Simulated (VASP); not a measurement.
Output of a VASP run:

File OUTCAR:
```


 HEAD OF MICROSCOPIC STATIC DIELECTRIC TENSOR (INDEPENDENT PARTICLE, excluding Hartree and local field effects)
 ------------------------------------------------------
           1.886570     0.000000     0.000000
          -0.000000     1.886570     0.000000
           0.000000     0.000000     1.886570
 ------------------------------------------------------

 MACROSCOPIC STATIC DIELECTRIC TENSOR (including local field effects in DFT)
 ------------------------------------------------------
           1.861928    -0.000000    -0.000000
          -0.000000     1.861928     0.000000
           0.000000     0.000000     1.861928
 ------------------------------------------------------

 PIEZOELECTRIC TENSOR (including local field effects)  for field in x, y, z        (e  Angst)
          XX          YY          ZZ          XY          YZ          ZX
  --------------------------------------------------------------------------------
  x     0.00000     0.00000     0.00000     0.00000     0.00000     0.00000
  y     0.00000     0.00000     0.00000     0.00000     0.00000     0.00000
  z     0.00000     0.00000     0.00000     0.00000     0.00000     0.00000

 PIEZOELECTRIC TENSOR (including local field effects)  for field in x, y, z        (C/m^2)
          XX          YY          ZZ          XY          YZ          ZX
  --------------------------------------------------------------------------------
  x     0.00000     0.00000     0.00000     0.00000     0.00000     0.00000
  y     0.00000     0.00000     0.00000     0.00000     0.00000     0.00000
  z     0.00000     0.00000     0.00000     0.00000     0.00000     0.00000

 BORN EFFECTIVE CHARGES (including local field effects) (in |e|, cummulative output)
 ---------------------------------------------------------------------------------
 ion    1
    1     0.99644     0.00000     0.00000
    2     0.00000     0.99644     0.00000
    3     0.00000     0.00000     0.99644
 ion    2
    1    -0.99644     0.00000     0.00000
    2     0.00000    -0.99644     0.00000
    3     0.00000     0.00000    -0.99644

   1 f  =    8.194862 THz    51.489837 2PiTHz  273.351175 cm-1    33.891211 meV

   2 f  =    8.194862 THz    51.489837 2PiTHz  273.351175 cm-1    33.891211 meV

   3 f  =    8.194862 THz    51.489837 2PiTHz  273.351175 cm-1    33.891211 meV

   4 f/i=    0.019429 THz     0.122076 2PiTHz    0.648084 cm-1     0.080352 meV

   5 f/i=    0.019429 THz     0.122076 2PiTHz    0.648084 cm-1     0.080352 meV

   6 f/i=    0.019429 THz     0.122076 2PiTHz    0.648084 cm-1     0.080352 meV

 MACROSCOPIC STATIC DIELECTRIC TENSOR IONIC CONTRIBUTION
 ------------------------------------------------------
           2.614349     0.000000    -0.000000
           0.000000     2.614349     0.000000
          -0.000000     0.000000     2.614349
 ------------------------------------------------------

 ELASTIC MODULI CONTR FROM IONIC RELAXATION (kBar)
 Direction    XX          YY          ZZ          XY          YZ          ZX
 --------------------------------------------------------------------------------
 XX           0.0000      0.0000      0.0000      0.0000      0.0000      0.0000
 YY           0.0000      0.0000      0.0000      0.0000      0.0000      0.0000
 ZZ           0.0000      0.0000      0.0000      0.0000      0.0000      0.0000
 XY           0.0000      0.0000      0.0000      0.0000      0.0000      0.0000
 YZ           0.0000      0.0000      0.0000      0.0000      0.0000      0.0000
 ZX           0.0000      0.0000      0.0000      0.0000      0.0000      0.0000
 --------------------------------------------------------------------------------
...
```
(Selected blocks of OUTCAR.)

**POSCAR**
```
NaF
1
    0.0000000000     2.2904670000     2.2904670000
    2.2904670000     0.0000000000     2.2904670000
    2.2904670000     2.2904670000     0.0000000000
Na F
1 1
Direct
  0.0000000000   0.0000000000   0.0000000000
  0.5000000000   0.5000000000   0.5000000000
```

### Question
Write an INCAR and KPOINTS that could have produced this output.

### Answer
This is not unique; one that fits is the input of the run itself, PBE GGA, plane waves, VASP's PBE PAW potentials (set 64).

KPOINTS:
```
kpoints
0
gamma
  6 6 6
```

INCAR:
```
! general
SYSTEM  =NaF
PREC    =Accurate
ENCUT   =400
LREAL   =.False.
LASPH   =.True.

! electronic loop
EDIFF   =1E-8
NELM    =100
ALGO    =Normal

! smearing
ISMEAR  =-1
SIGMA   =0.02

! functional
GGA     =PE

! ions
IBRION  =8
NSW     =1
ISIF    =2

! output
LWAVE   =.False.
LCHARG  =.False.

! other
LEPSILON=.True.
```

POTCAR, in this order: Na_pv F (PBE.64 set). Program: vasp_std.

At this cut-off the stress carries a Pulay error, which pulls relaxed volumes low.

The structure comes from a computed database's NaF entry; how it stands against other phases isn't given here. The cell was not relaxed at this level. The run is one of a series of settings (EDIFF = 1E-8, IBRION = 8, LEPSILON = .TRUE., NSW = 1 against the base run), some of them coarse on purpose.
